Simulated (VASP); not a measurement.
Input:

```
NaI
1.0
    0.00000     2.59453     2.59453
    2.59453     0.00000     2.59453
    2.59453     2.59453     0.00000
Na I
1 1
Direct
  0.00000   0.00000   0.00000
  0.50000   0.50000   0.50000
```

Level of theory: LDA (Ceperley-Alder, Perdew-Zunger), VASP's LDA PAW potentials (set 64) (plane waves; VASP). Settings: 500 eV cut-off, 9×9×9 Γ-centred mesh, Gaussian smearing of 0.050 eV, potentials Na_pv I.

### Question
Estimate the energy per atom (σ→0), pressure.

### Answer

```
Quantity                        Value
---------------------  --------------
energy per atom (σ→0)  -1.920 eV/atom
pressure                    45.05 GPa
```

The compound is NaI in the rock salt structure. It was relaxed first under an external pressure of 45 GPa.
